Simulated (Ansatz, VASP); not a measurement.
# CeSiI: VASP beside Ansatz

One calculation is typed for both programs; each brings its own data sets and cutoff. How far apart do they land? The cell comes out of the VASP series on this material, whose earlier steps may have relaxed, scaled or displaced it; both programs get it as it stands.

Method: plane waves, with VASP 6.6.1 beside it; relaxation of cell and atoms at PBEsol, DFT+U, in Ansatz 0.2.0.

In doubt: a part-filled 4f shell, where there is one, can sit in one of many states, so energies may not be the lowest and differences between runs may mislead; derivatives with an open 4f shell can jump between states, which bears on forces and vibrations.

## (1) The starting structure

Symmetry: P-3m1, No. 164, trigonal system. Conventional cell: a = 4.108 Å, b = 4.108 Å, c = 11.634 Å, α = 90.00°, β = 90.00°, γ = 120.00°. Ce has 6 Si at 3.03 to 3.12 Å and 3 I at 3.19 Å nearest. Nearest to Si lie 3 Si at 2.38 Å and 6 Ce at 3.03 to 3.12 Å. Nearest to I lie 3 Ce at 3.19 Å. Farther neighbours and most contacts between anions are not listed.

## (2) VASP: relaxation of cell and atoms, PBEsol, DFT+U

The relaxed volume is the usual yardstick between codes: its relative difference is about their pressure difference at one cell divided by the bulk modulus.

Lines of VASP's logs that name or quote its potential files are left out, and so is its time.

INCAR

```
SYSTEM = CeSiI
PREC = Accurate
ENCUT = 400
EDIFF = 1E-06
NELM = 150
ISMEAR = 0
SIGMA = 0.05
LREAL = .FALSE.
ALGO = Normal
GGA = PS
NBANDS = 32
ISPIN = 2
MAGMOM = 1 1 0 0 0 0
LDAU = .TRUE.
LDAUTYPE = 2
LDAUL = 3 -1 -1
LDAUU = 5 0 0
LDAUJ = 0 0 0
LDAUPRINT = 1
LASPH = .TRUE.
LMAXMIX = 6
AMIX = 0.2
BMIX = 1E-04
AMIX_MAG = 0.8
BMIX_MAG = 1E-04
LORBIT = 11
LWAVE = .FALSE.
LCHARG = .FALSE.
KPAR = 4
IBRION = 2
NSW = 60
ISIF = 3
EDIFFG = -0.01
```

POSCAR

```
CeSiI
1.0
    4.1076005866      0.0000000000      0.0000000000
   -2.0538002933      3.5572864567      0.0000000000
    0.0000000000      0.0000000000     11.6344835039
Ce Si I
2 2 2
Direct
    0.0000000000      0.0000000000      0.8321152556
    0.0000000000      0.0000000000      0.1678847444
    0.3333333300      0.6666666700      0.9940200361
    0.6666666700      0.3333333300      0.0059799639
    0.3333333300      0.6666666700      0.3511773504
    0.6666666700      0.3333333300      0.6488226496
```

KPOINTS

```
Automatic mesh
0
Gamma
6 6 2
0 0 0
```

Potentials, in the order of the species: Ce, Si and I (PBE family, release 64).

Command:

```sh
mpirun -np 4 vasp_std
```

Numbers of over 12 decimals in the logs are rounded to 6 here.

The program printed:

```text
[banner, memory and clock lines left out]
running    4 mpi-ranks, on    1 nodes
 distrk:  each k-point on    1 cores,    4 groups
 distr:  one band on    1 cores,    1 groups

 POSCAR found type information on POSCAR CeSiI
 POSCAR found :  3 types and       6 ions
|                                                                             |
|               ----> ADVICE to this user running VASP <----                  |
|                                                                             |
|     You enforced a specific xc type in the INCAR file but a different       |
|     [... a line on the potential file left out ...]
|     I HOPE YOU KNOW WHAT YOU ARE DOING!                                     |
|                                                                             |

 LDA part: xc-table for (Slater+PW92), standard interpolation
 POSCAR, INCAR and KPOINTS ok, starting setup
 FFT: planning ... GRIDC
 FFT: planning ... GRID_SOFT
 FFT: planning ... GRID
 WAVECAR not read
 entering main loop
       N       E                     dE             d eps       ncg     rms          rms(c)
DAV:   1     0.437242065457E+03    0.43724E+03   -0.15271E+04  1792   0.118E+03
DAV:   2     0.616312825264E+02   -0.37561E+03   -0.35376E+03  2224   0.282E+02
DAV:   3    -0.293255672387E+02   -0.90957E+02   -0.85390E+02  2416   0.134E+02
DAV:   4    -0.345868573029E+02   -0.52613E+01   -0.51884E+01  2968   0.371E+01
DAV:   5    -0.349528612394E+02   -0.36600E+00   -0.36455E+00  3288   0.954E+00    0.163E+01
DAV:   6    -0.299503062873E+02    0.50026E+01   -0.36653E+01  2608   0.250E+01    0.758E+00
DAV:   7    -0.304059661344E+02   -0.45566E+00   -0.77939E+00  3160   0.142E+01    0.547E+00
DAV:   8    -0.304899663024E+02   -0.84000E-01   -0.15229E+00  2792   0.515E+00    0.463E+00
DAV:   9    -0.309178256798E+02   -0.42786E+00   -0.13870E+00  3264   0.496E+00    0.465E+00
DAV:  10    -0.309661690291E+02   -0.48343E-01   -0.15136E-01  3128   0.201E+00    0.548E+00
DAV:  11    -0.309079097963E+02    0.58259E-01   -0.90653E-01  2824   0.573E+00    0.201E+00
DAV:  12    -0.309496443365E+02   -0.41735E-01   -0.72191E-02  2704   0.156E+00    0.199E+00
DAV:  13    -0.309725678329E+02   -0.22923E-01   -0.11055E-01  2656   0.237E+00    0.957E-01
DAV:  14    -0.309837582512E+02   -0.11190E-01   -0.18745E-02  3080   0.756E-01    0.558E-01
[...]
DAV:  22    -0.309903165222E+02   -0.41832E-03   -0.27504E-03  2936   0.163E-01    0.357E-02
DAV:  23    -0.309905067348E+02   -0.19021E-03   -0.88413E-04  2856   0.103E-01    0.235E-02
DAV:  24    -0.309906634878E+02   -0.15675E-03   -0.11997E-03  2848   0.103E-01    0.217E-02
DAV:  25    -0.309907575991E+02   -0.94111E-04   -0.20540E-03  2936   0.139E-01    0.176E-02
DAV:  26    -0.309908022835E+02   -0.44684E-04   -0.24703E-04  2992   0.517E-02    0.108E-02
DAV:  27    -0.309908121858E+02   -0.99023E-05   -0.45407E-05  2360   0.235E-02    0.670E-03
DAV:  28    -0.309908147112E+02   -0.25253E-05   -0.18744E-05  1880   0.158E-02    0.525E-03
DAV:  29    -0.309908154779E+02   -0.76673E-06   -0.41612E-06  1992   0.117E-02
   1 F= -.30990815E+02 E0= -.30982382E+02  d E =-.309908E+02  mag=     1.6913
 curvature:   0.00 expect dE= 0.000E+00 dE for cont linesearch  0.000E+00
 trial: gam= 0.00000 g(F)=  0.114E-04 g(S)=  0.302E-04 ort = 0.000E+00 (trialstep = 0.100E+01)
 search vector abs. value=  0.416E-04
 reached required accuracy - stopping structural energy minimisation
```

OUTCAR, selected parts (step 2):

```text
ion  position               nearest neighbor table
   1  0.000  0.000  0.832-   3 3.03   3 3.03   3 3.03   4 3.12   4 3.12   4 3.12   6 3.19   6 3.19
                             6 3.19
   2  0.000  0.000  0.168-   4 3.03   4 3.03   4 3.03   3 3.12   3 3.12   3 3.12   5 3.19   5 3.19
                             5 3.19
   3  0.333  0.667  0.994-   4 2.38   4 2.38   4 2.38   1 3.03   1 3.03   1 3.03   2 3.12   2 3.12
                             2 3.12
   4  0.667  0.333  0.006-   3 2.38   3 2.38   3 2.38   2 3.03   2 3.03   2 3.03   1 3.12   1 3.12
                             1 3.12
   5  0.333  0.667  0.351-   2 3.19   2 3.19   2 3.19
   6  0.667  0.333  0.649-   1 3.19   1 3.19   1 3.19

  LATTYP: Found a hexagonal cell.
 ALAT       =     4.1076005866
 C/A-ratio  =     2.8324281435

 Subroutine GETGRP returns: Found 12 space group operations
 (whereof 12 operations were pure point group operations)

The static configuration has the point symmetry D_3d.

 Found     14 irreducible k-points:

   k-points           NKPTS =     14   k-points in BZ     NKDIM =     14   number of bands    NBANDS=     32

   dimension x,y,z NGX =    28 NGY =   28 NGZ =   80
   dimension x,y,z NGXF=    56 NGYF=   56 NGZF=  160

   ENCUT  =  400.0 eV  29.40 Ry    5.42 a.u.   6.70  6.70 18.97*2*pi/ulx,y,z

   NELECT =      46.0000    total number of electrons

 k-points in reciprocal lattice and weights: Automatic mesh
   0.00000000  0.00000000  0.00000000       0.014
   0.16666667 -0.00000000  0.00000000       0.083
   0.33333333 -0.00000000  0.00000000       0.083
   0.50000000 -0.00000000  0.00000000       0.042
   0.16666667  0.16666667  0.00000000       0.083
   0.33333333  0.16666667  0.00000000       0.167
   0.33333333  0.33333333  0.00000000       0.028
   0.00000000  0.00000000  0.50000000       0.014
   0.16666667 -0.00000000  0.50000000       0.083
[...]
0.33333333  0.16666667  0.50000000       0.167
   0.33333333  0.33333333  0.50000000       0.028

atom =   1  type =  1  l = 3

 onsite density matrix

spin component  1

  0.0124  0.0000  0.0000  0.0011  0.0000 -0.0000 -0.0000
  0.0000  0.2031 -0.0000  0.0000 -0.2018  0.0000 -0.0000
  0.0000 -0.0000  0.2170 -0.0000  0.0000 -0.2018  0.0000
  0.0011  0.0000 -0.0000  0.0064  0.0000  0.0000 -0.0000
  0.0000 -0.2018  0.0000  0.0000  0.2170 -0.0000  0.0000
 -0.0000  0.0000 -0.2018  0.0000 -0.0000  0.2031  0.0000
 -0.0000 -0.0000  0.0000 -0.0000  0.0000  0.0000  0.0040

spin component  2

  0.0109  0.0000  0.0000  0.0013 -0.0000  0.0000  0.0000
  0.0000  0.0107  0.0000  0.0000 -0.0017  0.0000 -0.0000
  0.0000  0.0000  0.0079 -0.0000  0.0000 -0.0017  0.0000
  0.0013  0.0000 -0.0000  0.0058 -0.0000  0.0000 -0.0000
 -0.0000 -0.0017  0.0000 -0.0000  0.0079  0.0000  0.0000
  0.0000  0.0000 -0.0017  0.0000  0.0000  0.0107 -0.0000
  0.0000 -0.0000  0.0000 -0.0000  0.0000 -0.0000  0.0039

 occupancies and eigenvectors

  o =  0.0039  v =  0.0000  0.0000  0.0000  0.0000  0.0000  0.0000  0.0000  0.0000  0.0000  0.0000 -0.0000  0.0000  0.0000 -1.0000      0.0000  0.0000  0.0000  0.0000  0.0000  0.0000  0.0000  0.0000  0.0000  0.0000  0.0000  0.0000  0.0000  0.0000
  o =  0.0040  v =  0.0000 -0.0000 -0.0000  0.0000 -0.0000 -0.0000  1.0000  0.0000  0.0000  0.0000  0.0000  0.0000  0.0000  0.0000      0.0000  0.0000  0.0000  0.0000  0.0000  0.0000  0.0000  0.0000  0.0000  0.0000  0.0000  0.0000  0.0000  0.0000
  o =  0.0055  v =  0.0000  0.0000  0.0000  0.0000  0.0000  0.0000  0.0000 -0.2349 -0.0000 -0.0000  0.9720 -0.0000 -0.0000 -0.0000      0.0000  0.0000  0.0000  0.0000  0.0000  0.0000  0.0000  0.0000  0.0000  0.0000  0.0000  0.0000  0.0000  0.0000
  o =  0.0062  v = -0.1765 -0.0000 -0.0000  0.9843 -0.0000 -0.0000 -0.0000  0.0000  0.0000  0.0000  0.0000  0.0000  0.0000  0.0000      0.0000  0.0000  0.0000  0.0000  0.0000  0.0000  0.0000  0.0000  0.0000  0.0000  0.0000  0.0000  0.0000  0.0000
  o =  0.0072  v =  0.0000  0.0000  0.0000  0.0000  0.0000  0.0000  0.0000  0.0000 -0.4243  0.0000 -0.0000 -0.9055  0.0000 -0.0000      0.0000  0.0000  0.0000  0.0000  0.0000  0.0000  0.0000  0.0000  0.0000  0.0000  0.0000  0.0000  0.0000  0.0000
  o =  0.0072  v =  0.0000  0.0000  0.0000  0.0000  0.0000  0.0000  0.0000  0.0000 -0.0000 -0.9055 -0.0000 -0.0000 -0.4243 -0.0000      0.0000  0.0000  0.0000  0.0000  0.0000  0.0000  0.0000  0.0000  0.0000  0.0000  0.0000  0.0000  0.0000  0.0000
  o =  0.0081  v = -0.0000  0.7192 -0.0000  0.0000  0.6948 -0.0000  0.0000  0.0000  0.0000  0.0000  0.0000  0.0000  0.0000  0.0000      0.0000  0.0000  0.0000  0.0000  0.0000  0.0000  0.0000  0.0000  0.0000  0.0000  0.0000  0.0000  0.0000  0.0000
[...]
o =  0.0113  v =  0.0000  0.0000  0.0000  0.0000  0.0000  0.0000  0.0000 -0.9720  0.0000 -0.0000 -0.2349 -0.0000 -0.0000  0.0000      0.0000  0.0000  0.0000  0.0000  0.0000  0.0000  0.0000  0.0000  0.0000  0.0000  0.0000  0.0000  0.0000  0.0000
  o =  0.0115  v =  0.0000  0.0000  0.0000  0.0000  0.0000  0.0000  0.0000 -0.0000 -0.9055 -0.0000 -0.0000  0.4243  0.0000  0.0000      0.0000  0.0000  0.0000  0.0000  0.0000  0.0000  0.0000  0.0000  0.0000  0.0000  0.0000  0.0000  0.0000  0.0000
  o =  0.0115  v =  0.0000  0.0000  0.0000  0.0000  0.0000  0.0000  0.0000  0.0000 -0.0000  0.4243 -0.0000  0.0000 -0.9055  0.0000      0.0000  0.0000  0.0000  0.0000  0.0000  0.0000  0.0000  0.0000  0.0000  0.0000  0.0000  0.0000  0.0000  0.0000
  o =  0.0126  v = -0.9843  0.0000 -0.0000 -0.1765  0.0000 -0.0000  0.0000  0.0000  0.0000  0.0000  0.0000  0.0000  0.0000  0.0000      0.0000  0.0000  0.0000  0.0000  0.0000  0.0000  0.0000  0.0000  0.0000  0.0000  0.0000  0.0000  0.0000  0.0000
  o =  0.4119  v =  0.0000  0.6948  0.0000 -0.0000 -0.7192 -0.0000 -0.0000  0.0000  0.0000  0.0000  0.0000  0.0000  0.0000  0.0000      0.0000  0.0000  0.0000  0.0000  0.0000  0.0000  0.0000  0.0000  0.0000  0.0000  0.0000  0.0000  0.0000  0.0000
  o =  0.4119  v = -0.0000  0.0000 -0.7192  0.0000 -0.0000  0.6948 -0.0000  0.0000  0.0000  0.0000  0.0000  0.0000  0.0000  0.0000      0.0000  0.0000  0.0000  0.0000  0.0000  0.0000  0.0000  0.0000  0.0000  0.0000  0.0000  0.0000  0.0000  0.0000

 average (electrostatic) potential at core
       1 -77.8050       2 -77.8050       3 -82.4397       4 -82.4397       5 -89.7747
       6 -89.7747

 E-fermi :   6.5804

 spin component 1
 k-point     1 :       0.0000    0.0000    0.0000
  band No.  band energies     occupation
    ...
     20       4.4614      1.00000
     21       5.7839      1.00000
     22       5.7869      1.00000
     23       5.8984      1.00000
     24       5.8984      1.00000
     25       6.8479      0.00000
     26       6.8479      0.00000
     27       6.8777      0.00000
     28       6.8777      0.00000
     29       7.7711      0.00000
    ...

 k-point     2 :       0.1667   -0.0000    0.0000
  band No.  band energies     occupation
    ...
     20       4.3936      1.00000
     21       5.4753      1.00000
     22       6.1925      1.00000
     23       6.2573      1.00000
     24       6.2751      1.00000
     25       6.7165      0.00006
     26       6.7642      0.00000
     27       7.2155      0.00000
     28       7.3390      0.00000
     29       7.7457      0.00000
    ...

 k-point     3 :       0.3333   -0.0000    0.0000
  band No.  band energies     occupation
    ...
     20       4.0801      1.00000
     21       5.1357      1.00000
     22       5.2663      1.00000
     23       6.4613      0.99962
     24       6.5804      0.50022
     25       6.6129      0.17905
     26       6.7378      0.00000
     27       8.0986      0.00000
     28       8.1621      0.00000
     29       8.1947      0.00000
    ...

 k-point     4 :       0.5000   -0.0000    0.0000
  band No.  band energies     occupation
    ...
     19       3.8881      1.00000
     20       4.4665      1.00000
     21       4.6632      1.00000
     22       4.9231      1.00000
     23       6.5260      0.93820
     24       6.5901      0.39227
     25       6.6660      0.00774
     26       6.7106      0.00012
     27       8.0842      0.00000
     28       8.2928      0.00000
    ...

 k-point     5 :       0.1667    0.1667    0.0000
  band No.  band energies     occupation
    ...
     20       4.3322      1.00000
     21       5.4158      1.00000
     22       6.0133      1.00000
     23       6.0864      1.00000
     24       6.5081      0.97961
     25       6.6370      0.05461
     26       6.8695      0.00000
     27       7.0751      0.00000
     28       7.9124      0.00000
     29       8.3775      0.00000
    ...

 k-point     6 :       0.3333    0.1667    0.0000
  band No.  band energies     occupation
    ...
     20       4.3509      1.00000
     21       4.8678      1.00000
     22       5.8379      1.00000
     23       6.4633      0.99954
     24       6.5699      0.61704
     25       6.6086      0.21244
     26       6.8608      0.00000
     27       7.9235      0.00000
     28       8.1744      0.00000
     29       8.4191      0.00000
    ...

  Total        0.0381513      0.0381513      0.0290900      0.0000000      0.0000000      0.0000000
  in kB        0.3595555      0.3595555      0.2741579      0.0000000      0.0000000      0.0000000
  external PRESSURE =       0.3310897 kB  Pullay stress =       0.0000000 kB

  energy-cutoff  :      400.00
  volume of cell :      170.00
      direct lattice vectors                 reciprocal lattice vectors
     4.107600587  0.000000000  0.000000000     0.243451129  0.140556575  0.000000000
    -2.053800293  3.557286457  0.000000000     0.000000000  0.281113150  0.000000000
     0.000000000  0.000000000 11.634483504     0.000000000  0.000000000  0.085951387

 POSITION                                       TOTAL-FORCE (eV/Angst)
 -----------------------------------------------------------------------------------
      0.00000      0.00000      9.68123         0.000000     -0.000000      0.008354
      0.00000      0.00000      1.95325        -0.000000      0.000000     -0.008354
     -0.00000      2.37152     11.56491        -0.000000     -0.000000      0.000386
      2.05380      1.18576      0.06957         0.000000      0.000000     -0.000386
     -0.00000      2.37152      4.08577        -0.000000      0.000000      0.006924
      2.05380      1.18576      7.54872         0.000000     -0.000000     -0.006924
 -----------------------------------------------------------------------------------
    total drift:                               -0.000000     -0.000000     -0.000000

  FREE ENERGIE OF THE ION-ELECTRON SYSTEM (eV)
  ---------------------------------------------------
  free  energy   TOTEN  =       -30.9908154779 eV

  energy  without entropy=      -30.9739490010  energy(sigma->0) =      -30.98238224

 reached required accuracy - stopping structural energy minimisation

 total charge
# of ion       s       p       d       f       tot
--------------------------------------------------
    1        1.991   5.698   0.961   0.917   9.567
    2        1.991   5.698   0.961   0.917   9.567
    3        0.750   0.923   0.000   0.000   1.672
    4        0.750   0.923   0.000   0.000   1.672
    5        1.507   2.793   0.019   0.000   4.318
    6        1.507   2.793   0.019   0.000   4.318
--------------------------------------------------
tot          8.495  18.826   1.960   1.834  31.116

 magnetization (x)
# of ion       s       p       d       f       tot
--------------------------------------------------
    1       -0.001  -0.002   0.020   0.804   0.820
    2       -0.001  -0.002   0.020   0.804   0.820
    3       -0.005  -0.008   0.000   0.000  -0.013
    4       -0.005  -0.008   0.000   0.000  -0.013
    5       -0.001  -0.022   0.001   0.000  -0.022
    6       -0.001  -0.022   0.001   0.000  -0.022
--------------------------------------------------
tot         -0.015  -0.063   0.041   1.607   1.571

[... 6 further parts left out ...]
```

CONTCAR:

```
CeSiI
   1.00000000000000
     4.1076005866000003    0.0000000000000000    0.0000000000000000
    -2.0538002933000001    3.5572864567000000    0.0000000000000000
     0.0000000000000000    0.0000000000000000   11.6344835039000003
  Ce              Si              I
     2     2     2
Direct
     0.0000000000000000    0.0000000000000000    0.8321152556000015
     0.0000000000000000    0.0000000000000000    0.1678847443999985
     0.3333333300000021    0.6666666699999979    0.9940200360999967
     0.6666666699999979    0.3333333300000021    0.0059799639000033
     0.3333333300000021    0.6666666699999979    0.3511773504000004
     0.6666666699999979    0.3333333300000021    0.6488226495999996
```

The magnetic state follows from one typed start and may not be the lowest. Experiment finds antiferromagnetic order in this phase (below 7 K, arxiv:2107.13810), so this ferromagnetic run describes another state. The bonds form layers, held to each other by dispersion, which PBEsol lacks, so the spacing between them is unreliable. DFT+U on an f shell has many metastable occupations, and no search among them was made.

[end of part 1 of 2]

[Lines on the potential files, build, host, timing and source positions are cut from VASP's logs without a mark.]

[Logs are printed without paths, hosts, clocks, repeated set-up lines and the standing remarks that a program may print on its own settings, such as how far it seeks lower states.]

[Hosts, paths, dates, database ids (printed as entryN), source tags and the programs' standing remarks are cut or masked in the printed files.]
